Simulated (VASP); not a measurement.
# RePb2 (Fm-3m) in VASP: a series of runs

The runs below take RePb2 through relaxation of cell and atoms, with PBE, PBEsol, vdW-DF.

All numbers are computed with VASP 6.6.1; they aren't measurements. Logs are shortened: lines on timing, memory, paths and dates and some standing lists are left out, and cuts for length are marked.

**1. The structure**

Symmetry: Fm-3m, No. 225, cubic system. Conventional cell: a = 6.732 Å, b = 6.732 Å, c = 6.732 Å, α = 90.00°, β = 90.00°, γ = 90.00°. Around Re (site symmetry m-3m) lie 8 Pb at 2.91 Å. Pb (site symmetry -43m) has 4 Re at 2.91 Å as nearest neighbours.

The cell was built by a generator and needn't be a form met in nature.

**2. Relaxation of cell and atoms, PBE**

INCAR

```
SYSTEM = RePb2
PREC = Accurate
ENCUT = 600
EDIFF = 1E-7
ISMEAR = 1
SIGMA = 0.2
LREAL = .False.
LASPH = .True.
NELM = 60
ALGO = Normal
ISIF = 3
LWAVE = .False.
LCHARG = .False.
GGA = PE
IBRION = 2
NSW = 60
EDIFFG = -0.005
```

KPOINTS

```
Automatic mesh
0
Gamma
  7 7 7
  0 0 0
```

POSCAR

```
RePb2
1.0
    0.0000000000      3.3657800000      3.3657800000
    3.3657800000      0.0000000000      3.3657800000
    3.3657800000      3.3657800000      0.0000000000
Re Pb
1 2
Direct
    0.0000000000      0.0000000000      0.0000000000
    0.2500000000      0.2500000000      0.2500000000
    0.7500000000      0.7500000000      0.7500000000
```

Potentials or basis: VASP PAW PBE potentials, release 64 (Re, Pb_d).

Run with:

```console
$ cat potpaw_PBE.64/Re/POTCAR potpaw_PBE.64/Pb_d/POTCAR > POTCAR
$ mpirun -np 1 vasp_std > vasp.out
```

OUTCAR:

```text
SYSTEM = RePb2
   PREC = Accurate
   ENCUT = 600
   EDIFF = 1E-7
   ISMEAR = 1
   LREAL = .False.
   LASPH = .True.
   NELM = 60
   ISIF = 3
   GGA = PE
   IBRION = 2
   NSW = 60
   EDIFFG = -0.005

 ion  position               nearest neighbor table
   1  0.000  0.000  0.000-   3 2.91   3 2.91   3 2.91   2 2.91   2 2.91   2 2.91   3 2.91   2 2.91

   2  0.250  0.250  0.250-   1 2.91   1 2.91   1 2.91   1 2.91   3 3.37   3 3.37   3 3.37   3 3.37
                             3 3.37   3 3.37
   3  0.750  0.750  0.750-   1 2.91   1 2.91   1 2.91   1 2.91   2 3.37   2 3.37   2 3.37   2 3.37
                             2 3.37   2 3.37

  LATTYP: Found a face centered cubic cell.
 ALAT       =     6.7315600000

  Lattice vectors:

 A1 = (   0.0000000000,   3.3657800000,   3.3657800000)
 A2 = (   3.3657800000,   0.0000000000,   3.3657800000)
 A3 = (   3.3657800000,   3.3657800000,   0.0000000000)

Analysis of symmetry for initial positions (statically):
=====================================================================
 Subroutine PRICEL returns:
 Original cell was already a primitive cell.

 Routine SETGRP: Setting up the symmetry group for a
 face centered cubic supercell.

 Subroutine GETGRP returns: Found 48 space group operations
 (whereof 48 operations were pure point group operations)
 out of a pool of 48 trial point group operations.

The static configuration has the point symmetry O_h .

Analysis of symmetry for dynamics (positions and initial velocities):
=====================================================================
 Subroutine PRICEL returns:
 Original cell was already a primitive cell.

 Routine SETGRP: Setting up the symmetry group for a
 face centered cubic supercell.

 Subroutine GETGRP returns: Found 48 space group operations
 (whereof 48 operations were pure point group operations)
 out of a pool of 48 trial point group operations.

The dynamic configuration has the point symmetry O_h .

 Subroutine INISYM returns: Found 48 space group operations
 (whereof 48 operations are pure point group operations),
 and found     1 'primitive' translations

----------------------------------------------------------------------------------------

                                     Primitive cell

  volume of cell :      76.2583

  direct lattice vectors                    reciprocal lattice vectors
     0.000000000  3.365780000  3.365780000    -0.148553976  0.148553976  0.148553976
     3.365780000  0.000000000  3.365780000     0.148553976 -0.148553976  0.148553976
     3.365780000  3.365780000  0.000000000     0.148553976  0.148553976 -0.148553976

  length of vectors
     4.759931724  4.759931724  4.759931724     0.257303033  0.257303033  0.257303033

  position of ions in fractional coordinates (direct lattice)
     0.000000000  0.000000000  0.000000000
     0.250000000  0.250000000  0.250000000
     0.750000000  0.750000000  0.750000000

  ion indices of the primitive-cell ions
   primitive index   ion index
                 1           1
                 2           2
                 3           3

----------------------------------------------------------------------------------------

 KPOINTS: Automatic mesh

Automatic generation of k-mesh.
 Grid dimensions read from file:
 generate k-points for:    7    7    7

 Generating k-lattice:

  Cartesian coordinates                     Fractional coordinates (reciprocal lattice)
    -0.021221997  0.021221997  0.021221997     0.142857143  0.000000000  0.000000000
     0.021221997 -0.021221997  0.021221997     0.000000000  0.142857143  0.000000000
     0.021221997  0.021221997 -0.021221997     0.000000000  0.000000000  0.142857143

  Length of vectors
     0.036757576  0.036757576  0.036757576

  Shift w.r.t. Gamma in fractional coordinates (k-lattice)
     0.000000000  0.000000000  0.000000000

 Subroutine IBZKPT returns following result:
 ===========================================

 Found     20 irreducible k-points:

 Following reciprocal coordinates:
            Coordinates               Weight
  0.000000  0.000000  0.000000      1.000000
  0.142857  0.000000  0.000000      8.000000
  0.285714  0.000000  0.000000      8.000000
  0.428571  0.000000  0.000000      8.000000
  0.142857  0.142857  0.000000      6.000000
  0.285714  0.142857  0.000000     24.000000
[... 12 lines left out ...]
 -0.428571  0.428571  0.142857     24.000000
 -0.285714  0.428571  0.142857     24.000000
   k-points           NKPTS =     20   k-points in BZ     NKDIM =     20   number of bands    NBANDS=     21
   number of dos      NEDOS =    301   number of ions     NIONS =      3
   total plane-waves  NPLWV =  64000
   dimension x,y,z NGX =    40 NGY =   40 NGZ =   40
   dimension x,y,z NGXF=    80 NGYF=   80 NGZF=   80
   ions per type =               1   2
   NGX,Y,Z   is equivalent  to a cutoff of  13.97, 13.97, 13.97 a.u.
   NGXF,Y,Z  is equivalent  to a cutoff of  27.94, 27.94, 27.94 a.u.
 SYSTEM =  RePb2
   PREC   = accura    normal or accurate (medium, high low for compatibility)
   ISTART =      0    job   : 0-new  1-cont  2-samecut
   ICHARG =      2    charge: 1-file 2-atom 10-const
   ISPIN  =      1    spin polarized calculation?
   LNONCOLLINEAR =      F non collinear calculations
   LSORBIT =      F    spin-orbit coupling
   LASPH  =      T    aspherical Exc in radial PAW
   ENCUT  =  600.0 eV  44.10 Ry    6.64 a.u.   9.51  9.51  9.51*2*pi/ulx,y,z
   NELM   =     60;   NELMIN=  2; NELMDL= -5     # of ELM steps
   EDIFF  = 0.1E-06   stopping-criterion for ELM
   LREAL  =      F    real-space projection
   EDIFFG = -.5E-02   stopping-criterion for IOM
   NSW    =     60    number of steps for IOM
   IBRION =      2    ionic relax: 0-MD 1-quasi-New 2-CG
   NFREE  =      1    steps in history (QN), initial steepest desc. (CG)
   ISIF   =      3    stress and relaxation
   ISYM   =      2    0-nonsym 1-usesym 2-fastsym
   POTIM  = 0.5000    time-step for ionic-motion
   TEBEG  =    0.0;   TEEND  =   0.0 temperature during run
   PSTRESS=    0.0 pullay stress
   NELECT =      35.0000    total number of electrons
   NUPDOWN=      -1.0000    fix difference up-down
   EMIN   =  10.00;   EMAX   =-10.00  energy-range for DOS
   EFERMI =   0.00;   METHOD = LEGACY
   ISMEAR =     1;   SIGMA  =   0.20  broadening in eV -4-tet -1-fermi 0-gaus
   EFERMI_NEDOS =   21; number of points for ismear=-14 and -15
   IALGO  =     38    algorithm
   IMIX   =      4    mixing-type and parameters
     AMIX     =   0.40;   BMIX     =  1.00
     AMIX_MAG =   1.60;   BMIX_MAG =  1.00
  volume/ion in A,a.u.               =      25.42       171.54
  Fermi-wavevector in a.u.,A,eV,Ry     =   1.262802  2.386349 21.696774  1.594668
  Thomas-Fermi vector in A             =   2.396191
   LORBIT       =      0    0 simple, 1 ext, 2 COOP (PROOUT), +10 PAW based schemes
   GGA     = PE    functional components
   LHFCALC =     F    Hartree Fock is set to
   AEXX    =    0.0000 exact exchange contribution
   IVDW    =     0    specifies the selected vdW correction
   LEPSILON=     F    determine dielectric tensor
   LRPA    =     F    only Hartree local field effects (RPA)
 conjugate gradient relaxation of ions
 non-spin polarized calculation
 Methfessel and Paxton  Order N= 1 SIGMA  =   0.20
  energy-cutoff  :      600.00
  volume of cell :       76.26
 maximum number of plane-waves:      2637
 NGX is ok and might be reduce to    40
   NGX = 19   NGY = 19   NGZ = 19

--------------------------------------- Ionic step        1  -------------------------------------------

 number of electron      34.9999996 magnetization

 Free energy of the ion-electron system (eV)
  ---------------------------------------------------
  ext. energy  EPLUGINS =         0.00000000
  ---------------------------------------------------
  free energy    TOTEN  =       -16.47224456 eV

  energy without entropy =      -16.47735854  energy(sigma->0) =      -16.47394922

------------------------ aborting loop because EDIFF is reached ----------------------------------------

  FORCE on cell =-STRESS in cart. coord.  units (eV):
  Direction    XX          YY          ZZ          XY          YZ          ZX
  --------------------------------------------------------------------------------------
  -------------------------------------------------------------------------------------
  Total        0.0617584      0.0617584      0.0617584      0.0000000      0.0000000      0.0000000
  in kB        1.2975365      1.2975365      1.2975365      0.0000000      0.0000000      0.0000000
  external PRESSURE =       1.2975365 kB  Pullay stress =       0.0000000 kB

 VOLUME and BASIS-vectors are now :
 -----------------------------------------------------------------------------
  energy-cutoff  :      600.00
  volume of cell :       76.26
      direct lattice vectors                 reciprocal lattice vectors
     0.000000000  3.365780000  3.365780000    -0.148553976  0.148553976  0.148553976
     3.365780000  0.000000000  3.365780000     0.148553976 -0.148553976  0.148553976
     3.365780000  3.365780000  0.000000000     0.148553976  0.148553976 -0.148553976
[... 38 lines left out ...]
 POSITION                                       TOTAL-FORCE (eV/Angst)
 -----------------------------------------------------------------------------------
      6.73825      3.36912      3.36912         0.000000     -0.000000      0.000000
      1.68456      1.68456      1.68456        -0.000000     -0.000000     -0.000000
      5.05368      5.05368      5.05368         0.000000      0.000000      0.000000
 -----------------------------------------------------------------------------------
    total drift:                               -0.000000     -0.000000      0.000000

  FREE ENERGIE OF THE ION-ELECTRON SYSTEM (eV)
  ---------------------------------------------------
  free  energy   TOTEN  =       -16.4722377997 eV

  energy  without entropy=      -16.4776090125  energy(sigma->0) =      -16.47402820

--------------------------------------- Ionic step        3  -------------------------------------------

 number of electron      34.9999997 magnetization

 Free energy of the ion-electron system (eV)
  ---------------------------------------------------
  ext. energy  EPLUGINS =         0.00000000
  ---------------------------------------------------
  free energy    TOTEN  =       -16.47228715 eV

  energy without entropy =      -16.47752238  energy(sigma->0) =      -16.47403223

 E-fermi :   6.8009     XC(G=0): -10.7249

 val. band max:        6.7725322502   @ k =  -0.4286   0.2857   0.1429
 cond. band min:       6.9149667800   @ k =  -0.4286   0.2857   0.0000
 fundamental gap:      0.1424345297
 Fermi energy:         6.8008726130

 k-point     1 :       0.0000    0.0000    0.0000
  band No.  band energies     occupation
      1     -10.0990      2.00000
      2     -10.0990      2.00000
      3      -9.9439      2.00000
      4      -9.9439      2.00000
      5      -9.9439      2.00000
      6      -9.7070      2.00000
[... 13 lines left out ...]
     20      10.3662     -0.00000
     21      11.5004      0.00000
[... 476 lines left out ...]
 POSITION                                       TOTAL-FORCE (eV/Angst)
 -----------------------------------------------------------------------------------
      0.00000      0.00000      0.00000         0.000000      0.000000      0.000000
      1.68368      1.68368      1.68368         0.000000      0.000000     -0.000000
      5.05105      5.05105      5.05105        -0.000000     -0.000000      0.000000
 -----------------------------------------------------------------------------------
    total drift:                               -0.000000     -0.000000      0.000000

  FREE ENERGIE OF THE ION-ELECTRON SYSTEM (eV)
  ---------------------------------------------------
  free  energy   TOTEN  =       -16.4722871524 eV

  energy  without entropy=      -16.4775223839  energy(sigma->0) =      -16.47403223

 reached required accuracy - stopping structural energy minimisation
```

Run time: 58 s. Hardware: 1 thread of Intel Xeon 6975P-C (Granite Rapids), shared host; peak memory 0.26 GiB.

What came out:

- Free energy: -16.4723 eV
- Relaxed volume: 25.46 Å³/atom
- Relaxed cell: a = 4.762 Å, b = 4.762 Å, c = 4.762 Å, α = 60.00°, β = 60.00°, γ = 60.00°
- Space group after relaxing (to 0.05 Å): Fm-3m (No. 225)
- Energy gained by relaxing: 0.0 meV/atom
- Ionic steps: 3
- Pressure after relaxing: 0.0 GPa
- Band gap on the k mesh: none (metal or under the smearing width)

Final structure:
```
CELL_PARAMETERS angstrom
0.00000 3.36737 3.36737
3.36737 0.00000 3.36737
3.36737 3.36737 0.00000
ATOMIC_POSITIONS crystal
Re 0.00000 0.00000 0.00000
Pb 0.25000 0.25000 0.25000
Pb 0.75000 0.75000 0.75000
```

Spin-orbit coupling is left out, which matters for the levels of Pb, Re.

**3. Relaxation of cell and atoms, PBEsol**

INCAR

```
SYSTEM = RePb2
PREC = Accurate
ENCUT = 600
EDIFF = 1E-7
ISMEAR = 1
SIGMA = 0.2
LREAL = .FALSE.
LASPH = .TRUE.
NELM = 80
ALGO = Normal
ISIF = 3
LWAVE = .FALSE.
LCHARG = .FALSE.
GGA = PS
IBRION = 2
NSW = 40
EDIFFG = -0.005
```

KPOINTS

```
Automatic mesh
0
G
  7 7 7
  0 0 0
```

POSCAR is that of step 2.

Potentials or basis: VASP PAW PBE potentials, release 64 (Re, Pb_d).

Run with:

```console
$ cat potpaw_PBE.64/Re/POTCAR potpaw_PBE.64/Pb_d/POTCAR > POTCAR
$ mpirun -np 1 vasp_std > vasp.out
```

Wall time 1.8 min (1 thread of Intel Xeon 6975P-C (Granite Rapids), shared host); peak memory 0.26 GiB.

The run converged. Its results:

* Free energy: -18.2844 eV
* Relaxed volume: 24.29 Å³/atom
* Relaxed cell: a = 4.688 Å, b = 4.688 Å, c = 4.688 Å, α = 60.00°, β = 60.00°, γ = 60.00°
* Space group after relaxing (to 0.05 Å): Fm-3m (No. 225)
* Energy gained by relaxing: 15.1 meV/atom
* Ionic steps: 6
* Pressure after relaxing: 0.0 GPa
* Band gap on the k mesh: none (metal or under the smearing width)

The path:
```
step  energy change (eV)  largest force (eV/Å)  pressure (GPa)  volume (Å³)
   1              0.0000                0.0000           -4.09        76.26
   2              0.0147                0.0000            5.64        69.32
   3             -0.0452                0.0000           -0.06        72.91
   4             -0.0452                0.0000            0.05        72.84
   5             -0.0452                0.0000           -0.04        72.91
   6             -0.0452                0.0000            0.00        72.87
```

Final structure:
```
CELL_PARAMETERS angstrom
0.00000 3.31523 3.31523
3.31523 0.00000 3.31523
3.31523 3.31523 0.00000
ATOMIC_POSITIONS crystal
Re 0.00000 0.00000 0.00000
Pb 0.25000 0.25000 0.25000
Pb 0.75000 0.75000 0.75000
```

Levels at points of the mesh, in eV from the Fermi level:
```csv
k point,band 15,band 16,band 17,band 18,band 19,band 20
"(0.00, 0.00, 0.00)",-3.26,-0.44,-0.44,3.70,3.70,3.70
```

Caveat: the PAW data sets were made with another functional, which shifts forces and pressure a little. The run has no spin-orbit coupling, so splittings on Pb, Re are missing.

**4. Relaxation of cell and atoms, vdW-DF**

run.py

```python
from ase.calculators.vasp import Vasp
from ase.filters import FrechetCellFilter
from ase.io import read
from ase.optimize import FIRE

atoms = read('POSCAR')
calc = Vasp(
    directory='calc',
    xc='vdw-df',
    pp='PBE',
    setups='recommended',
    prec='Accurate',
    encut=600,
    ediff=1e-06,
    ismear=1,
    sigma=0.1,
    lreal=False,
    lasph=True,
    nelm=100,
    algo='Fast',
    isif=2,
    lwave=False,
    lcharg=False,
    kpts=[7, 7, 7],
    gamma=True,
)
atoms.calc = calc
opt = FIRE(FrechetCellFilter(atoms), trajectory='relax.traj')
converged = opt.run(fmax=0.02, steps=40)
print('converged:', converged)

print('energy (eV):', atoms.get_potential_energy())
print('free energy (eV):', atoms.get_potential_energy(force_consistent=True))
print('forces (eV/A):')
print(atoms.get_forces())
print('stress (eV/A^3, Voigt):', atoms.get_stress())
print('Fermi level (eV):', calc.get_fermi_level())
print('cell (A, degrees):', atoms.cell.cellpar())
print('volume (A^3):', atoms.get_volume())
print('scaled positions:')
print(atoms.get_scaled_positions())
```

POSCAR is that of step 3.

Run with:

```console
$ python run.py
```

Run time: 42 min. Hardware: 1 thread of Intel Xeon 6975P-C (Granite Rapids), shared host; peak memory 0.59 GiB.

Results (log left out):

```
Free energy                            : -5.4426 eV
Relaxed volume                         : 26.80 Å³/atom
Relaxed cell                           : a = 4.845 Å, b = 4.845 Å, c = 4.845 Å, α = 60.00°, β = 60.00°, γ = 60.00°
Space group after relaxing (to 0.05 Å) : Fm-3m (No. 225)
Energy gained by relaxing              : 17.7 meV/atom
Ionic steps                            : 12
Pressure after relaxing                : -0.1 GPa
Band gap on the k mesh                 : none (metal or under the smearing width)
```

Step by step:
```
step  energy change (eV)  largest force (eV/Å)  pressure (GPa)  volume (Å³)
   1              0.0000                0.0000            4.36        76.26
   2             -0.0135                0.0000            3.76        76.79
   3             -0.0332                0.0000            2.56        77.79
   4             -0.0488                0.0000            1.14        79.13
   5             -0.0527                0.0000           -0.29        80.64
   6             -0.0528                0.0000           -0.29        80.63
   7             -0.0528                0.0000           -0.18        80.61
   8             -0.0528                0.0000           -0.25        80.59
   9             -0.0529                0.0000           -0.21        80.55
  10             -0.0529                0.0000           -0.16        80.51
  11             -0.0530                0.0000           -0.13        80.46
  12             -0.0530                0.0000           -0.08        80.41
```

Final structure:
```
Re Pb
1.0
     0.00000    3.42583    3.42583
     3.42583    0.00000    3.42583
     3.42583    3.42583    0.00000
Re Pb
1 2
Cartesian
  0.0000 0.0000 0.0000
  1.7129 1.7129 1.7129
  5.1387 5.1387 5.1387
```

Levels at points of the mesh, in eV from the Fermi level:
```
           k point  band 14  band 15  band 16  band 17  band 18  band 19  band 20  band 21
(0.00, 0.00, 0.00)    -2.82    -2.82    -0.36    -0.36     3.40     3.41     3.42     4.50
```

Caveat: the PAW data sets were made with another functional, which shifts forces and pressure a little.

**5. For comparison**

An earlier run on the cell as given: functional PBE; potentials or basis VASP PAW PBE potentials, release 64 (Re, Pb_d); cutoff 520 eV; k mesh 7 × 7 × 7; occupations fermi-dirac, width 0.05 eV; no spin polarisation.

* Pressure: 0.1 GPa
* Band gap on the k mesh: none (metal or under the smearing width)

**6. The runs side by side**

| task | level | cell | cutoff (eV) | smearing | optimiser | gap on the mesh (eV) | pressure (GPa) | relaxed volume (Å³/atom) |
| --- | --- | --- | --- | --- | --- | --- | --- | --- |
| relaxation of cell and atoms | PBE | relaxed | 600 | methfessel-paxton 0.2 eV | - | none | 0.0 | 25.46 |
| relaxation of cell and atoms | PBEsol | relaxed | 600 | methfessel-paxton 0.2 eV | - | none | 0.0 | 24.29 |
| relaxation of cell and atoms | vdW-DF | relaxed | 600 | methfessel-paxton 0.1 eV | FIRE | none | -0.1 | 26.80 |
| single point | PBE | as given | 520 | fermi-dirac 0.05 eV | - | none | 0.1 | - |

Alike in all rows: potentials or basis VASP PAW PBE potentials, release 64 (Re, Pb_d); no spin polarisation; k mesh 7 × 7 × 7.

Caveats: the PAW data sets were made with another functional, which shifts forces and pressure a little (some runs).

Absolute energies hang on the potentials; compare differences alone.
